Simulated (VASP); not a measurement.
Method: PBE GGA, VASP's PBE PAW potentials (set 64) (plane waves; VASP).

The input files of a VASP run:

**KPOINTS**
```
Automatic mesh
0
G
 3 5 3
```

### POSCAR
```
GePt
1
    5.7560100000     0.0000000000     0.0000000000
    0.0000000000     3.7300300000     0.0000000000
    0.0000000000     0.0000000000     6.1115600000
Ge Pt
4 4
Direct
  0.8139300000   0.7500000000   0.5880100000
  0.1860700000   0.2500000000   0.4119900000
  0.6860700000   0.2500000000   0.0880100000
  0.3139300000   0.7500000000   0.9119900000
  0.0018500000   0.7500000000   0.1927100000
  0.9981500000   0.2500000000   0.8072900000
  0.4981500000   0.2500000000   0.6927100000
  0.5018500000   0.7500000000   0.3072900000
```

**INCAR**
```
ALGO  =  Normal
EDIFF  =  1E-6
ENCUT  =  300
GGA  =  PE
ISIF  =  2
ISMEAR  =  -1
LASPH  =  T
LCHARG  =  F
LMAXMIX  =  6
LREAL  =  F
LWAVE  =  F
NELM  =  100
PREC  =  Accurate
SIGMA  =  0.1
SYSTEM  =  GePt
```

POTCAR, in this order: Ge_d Pt (PBE.64 set). Program: vasp_std.

At this cut-off the stress carries a Pulay error, which pulls relaxed volumes low. Unless said otherwise, spin-orbit coupling is left out, though it shifts the bands of the heavy elements here.

### Question
Predict the energy per atom (σ→0), pressure, largest force, band gap (on the k-mesh).

### Answer

```json
{
 "energy per atom (σ→0)": "-5761 meV/atom",
 "band gap (on the k-mesh)": "none (metal, semimetal or under 0.01 eV)",
 "pressure": "3.86 GPa",
 "largest_force": "0.107 eV/Å"
}
```

**OSZICAR**
```
...
DAV:   7    -0.461803912563E+02    0.18391E+00   -0.64445E-01  1672   0.606E+00    0.522E+00
DAV:   8    -0.461283307002E+02    0.52061E-01   -0.14313E-01  1687   0.212E+00    0.570E-01
DAV:   9    -0.461267464597E+02    0.15842E-02   -0.14616E-02  1766   0.112E+00    0.291E-01
DAV:  10    -0.461265188470E+02    0.22761E-03   -0.29124E-03  1830   0.505E-01    0.638E-02
DAV:  11    -0.461265240291E+02   -0.51820E-05   -0.22218E-04  1510   0.103E-01    0.215E-02
DAV:  12    -0.461265284849E+02   -0.44558E-05   -0.22746E-05  1799   0.462E-02    0.762E-03
DAV:  13    -0.461265276814E+02    0.80346E-06   -0.12069E-06   926   0.699E-03
   1 F= -.46126528E+02 E0= -.46085856E+02  d E =-.813429E-01
```

The structure comes from a computed database's GePt entry (Pnma); how it stands against other phases isn't given here. The cell was not relaxed at this level. The k-mesh is coarse (spacing up to 0.36 per Å, 2π included), so the numbers may not be converged in it.
